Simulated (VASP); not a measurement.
OSZICAR of a VASP run on Ho (relaxed from the simple-cubic structure, space group Pm-3m):

OSZICAR:
```
       N       E                     dE             d eps       ncg     rms          rms(c)
DAV:   1     0.757085869032E+01    0.75709E+01   -0.44313E+03  1080   0.898E+02
DAV:   2    -0.389016297508E+01   -0.11461E+02   -0.10948E+02  1344   0.115E+02
DAV:   3    -0.411734336266E+01   -0.22718E+00   -0.21618E+00  1136   0.121E+01
DAV:   4    -0.412500350082E+01   -0.76601E-02   -0.74540E-02  1544   0.281E+00
DAV:   5    -0.412501549204E+01   -0.11991E-04   -0.11986E-04  1128   0.839E-02    0.132E+01
DAV:   6    -0.412394740195E+01    0.10681E-02   -0.16051E-02  1448   0.162E+00    0.784E+00
DAV:   7    -0.412847800105E+01   -0.45306E-02   -0.23839E-02  1424   0.204E+00    0.198E-01
DAV:   8    -0.412823371410E+01    0.24429E-03   -0.12798E-03  1512   0.350E-01    0.350E-02
DAV:   9    -0.412823458319E+01   -0.86909E-06   -0.13749E-05  1072   0.390E-02    0.102E-02
DAV:  10    -0.412823297530E+01    0.16079E-05   -0.25540E-06  1592   0.189E-02    0.271E-03
DAV:  11    -0.412823301249E+01   -0.37196E-07   -0.61367E-08   792   0.271E-03
   1 F= -.41282330E+01 E0= -.41285711E+01  d E =0.101419E-02
```

Question: Which electronic solver shows in the log?

Answer: It is blocked Davidson (ALGO = Normal, or the opening steps of other solvers). The INCAR had ALGO = Normal.

Question: Can the final energy be trusted as converged?

Answer: Self-consistency was reached. It stopped with EDIFF = 1E-7, NELM = 100 (PBEsol GGA, plane waves, VASP's PBE PAW potentials (set 64)). The 4f electrons are frozen in the core of the lanthanide potential, so 4f levels, which can set the real gap, and their magnetism are missing.

The structure was generated: Ho was put into the simple-cubic type (Pm-3m), which need not be its known phase. This cell was strained or had an atom moved on purpose.
